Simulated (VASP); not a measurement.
Here is the system:

```
Zn
1.0
    1.31941    -2.28528     0.00000
    1.31941     2.28528     0.00000
    0.00000     0.00000     4.63744
Zn
2
Cartesian
  1.31941   0.76176   1.15936
  1.31941  -0.76176   3.47808
```

Level of theory: PBEsol GGA, VASP's PBE PAW potentials (set 64) (plane waves; VASP). Numerical set-up: 500 eV cut-off, 16×16×8 Γ-centred mesh, first-order Methfessel-Paxton smearing of 0.10 eV, potentials Zn.

The ions, cell shape and volume are relaxed. What does this cell relax into?

```
Zn
1.0
    1.30586    -2.26181     0.00000
    1.30586     2.26181     0.00000
    0.00000     0.00000     4.81122
Zn
2
Direct
  0.33333   0.66667   0.25000
  0.66667   0.33333   0.75000
```
Space group P6_3/mmc (194), at a tolerance of 0.03 Å.

How do energy and volume change from the first to the last step?

The energy (σ→0) changes by -6.7 meV/atom and the volume by +1.6 %, in 10 ionic steps.

```csv
step,E(σ→0) (eV),max force (eV/Å),pressure (GPa),volume (Å³)
1,-3.1706,0.000,0.96,27.97
2,-3.1776,0.000,-0.27,28.30
3,-3.1801,0.000,-0.82,28.54
4,-3.1808,0.000,-1.89,29.00
5,-3.1815,0.000,-1.11,28.74
6,-3.1817,0.000,-1.33,28.86
7,-3.1810,0.000,0.29,28.48
8,-3.1832,0.000,-0.81,28.68
9,-3.1840,0.000,0.39,28.34
10,-3.1840,0.000,0.04,28.42
```

The compound is Zn in the hcp structure. This run relaxes it. Symmetry was kept, so distortions that lower it aren't found.
